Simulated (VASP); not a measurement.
Write the native input for VASP 6.6.1 that does the following.

```yaml
Task: density of states
Functional: LDA
Potentials_or_basis: VASP PAW LDA potentials, release 64 (Sb, As)
Cutoff: 520 eV
k_mesh: 12 × 12 × 12
Occupations: fermi-dirac, width 0.05 eV
Spin: no spin polarisation
Dipole_correction: no
k_mesh_for_the_DOS: 18 × 18 × 18
Occupations_for_the_DOS: tetrahedron
Further_INCAR_settings: ALGO = Normal; EDIFF = 1e-06
```

The system is SbAs.

```xyz
2
Lattice="2.0244 1.1688 3.3062 -2.0244 1.1688 3.3062 0.0000 -2.3376 3.3062" Properties=species:S:1:pos:R:3 pbc="T T T"
Sb    0.0000    0.0000    4.9593
As    0.0000    0.0000    0.0000
```

Measurements of this composition are mostly on another form, of space group No. 160.

These files were run (other wordings do the same):

POSCAR

```
SbAs
1.0
    2.0244473092      1.1688151989      3.3062258431
   -2.0244473092      1.1688151989      3.3062258431
    0.0000000000     -2.3376303978      3.3062258431
Sb As
1 1
Direct
    0.5000000000      0.5000000000      0.5000000000
    0.0000000000      0.0000000000      0.0000000000
```

INCAR.step1

```
PREC = Accurate ; ENCUT = 520
EDIFF = 1E-6 ; ISMEAR = -1
SIGMA = 0.05 ; LREAL = False
LASPH = True ; NELM = 100
ALGO = Normal ; ISIF = 2
LWAVE = False ; LCHARG = True
NBANDS = 12
```

KPOINTS.step1

```
Automatic mesh
0
Gamma
  12 12 12
```

INCAR.step2

```
PREC = Accurate ; ENCUT = 520
EDIFF = 1E-6 ; ISMEAR = -5
SIGMA = 0.05 ; LREAL = False
LASPH = True ; NELM = 100
ALGO = Normal ; ISIF = 2
LWAVE = False ; LCHARG = False
LORBIT = 10 ; NEDOS = 2001
ICHARG = 11
```

KPOINTS.step2

```
Automatic mesh
0
Gamma
  18 18 18
```

Potentials or basis: VASP PAW LDA potentials, release 64 (Sb, As).

Run with:

```sh
$ cat potpaw_LDA.64/Sb/POTCAR potpaw_LDA.64/As/POTCAR > POTCAR
$ cp INCAR.step1 INCAR
$ cp KPOINTS.step1 KPOINTS
$ mpirun -np 1 vasp_std > vasp.out
$ cp INCAR.step2 INCAR
$ cp KPOINTS.step2 KPOINTS
$ mpirun -np 1 vasp_std > vasp.out
```

Results of the run:

| Property | Result |
| --- | --- |
| Valence electrons inside the program's atomic spheres | Sb 2.39; As 2.75 |

Wall time 85 s on 1 thread of Intel(R) Xeon(R) 6975P-C (Granite Rapids) (shared host), peak memory 0.41 GiB.
